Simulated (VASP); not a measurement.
Level of theory: PBEsol GGA, VASP's PBE PAW potentials (set 64) (plane waves; VASP 6.6.1).

Input for VASP

### INCAR
```
ALGO  =  Normal
EDIFF  =  1E-6
EDIFFG  =  -0.02
ENCUT  =  400
GGA  =  PS
IBRION  =  2
ISIF  =  3
ISMEAR  =  0
LASPH  =  .TRUE.
LCHARG  =  .FALSE.
LMAXMIX  =  6
LREAL  =  .FALSE.
LWAVE  =  .FALSE.
NELM  =  100
NSW  =  60
PREC  =  Accurate
SIGMA  =  0.05
SYSTEM  =  HgBr2
```

### POSCAR
```
HgBr2
1
    2.2650638158    -3.3891583854     0.0000000000
    2.2650638158     3.3891583854     0.0000000000
    0.0000000000     0.0000000000    12.8255170313
Hg Br
2 4
Direct
  0.6332709019   0.3667290981   0.8327769959
  0.3667290981   0.6332709019   0.3327769959
  0.6560810948   0.3439189052   0.4562534335
  0.3439189052   0.6560810948   0.9562534335
  0.9262462951   0.0737537049   0.7109695706
  0.0737537049   0.9262462951   0.2109695706
```

File KPOINTS:
```
Automatic
0
G
 5 5 2
0 0 0
```

POTCAR, in this order: Hg Br (PBE.64 set). Program: vasp_std.

### Question
What will the output report for the number of irreducible k-points (NKPTS), number of bands (NBANDS), largest plane-wave count, number of space-group operations, FFT grid (NGX, NGY, NGZ)?

### Answer

The number of irreducible k-points (NKPTS) comes out as 18, the number of bands (NBANDS) is 31 and the largest plane-wave count is 3611. The number of space-group operations is 4 and the FFT grid (NGX, NGY, NGZ) is 28 × 28 × 84.

The compound is HgBr2 in the sg36 structure. This run relaxes it. Symmetry was kept, so distortions that lower it aren't found. The start is the result of an earlier pass.
